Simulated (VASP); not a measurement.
Given:

```
AlAs
1.0
    3.19658     0.00000     0.00000
    0.00000     3.19658     0.00000
    0.00000     0.00000     3.19658
Al As
1 1
Direct
  0.00000   0.00000   0.00000
  0.50000   0.50000   0.50000
```

These are PBEsol GGA, VASP's PBE PAW potentials (set 64) (plane waves; VASP) values and carry that method's errors. Settings: 500 eV cut-off, 11×11×11 Γ-centred mesh, first-order Methfessel-Paxton smearing of 0.10 eV, potentials Al As.

Q: What does the run give for the energy per atom (σ→0), pressure, band gap (on the k-mesh) with the smallest direct gap where there is one?

A: 
```yaml
band gap (on the k-mesh): none (metal, semimetal or under 0.01 eV)
energy per atom (σ→0): -434.0 kJ/mol-atom
pressure: 4.97 GPa
```

Only differences to runs with the same potentials and settings are physical.

The structure was generated: AlAs was put into the CsCl type type (Pm-3m), which need not be its known phase. It was relaxed first under an external pressure of 5 GPa.
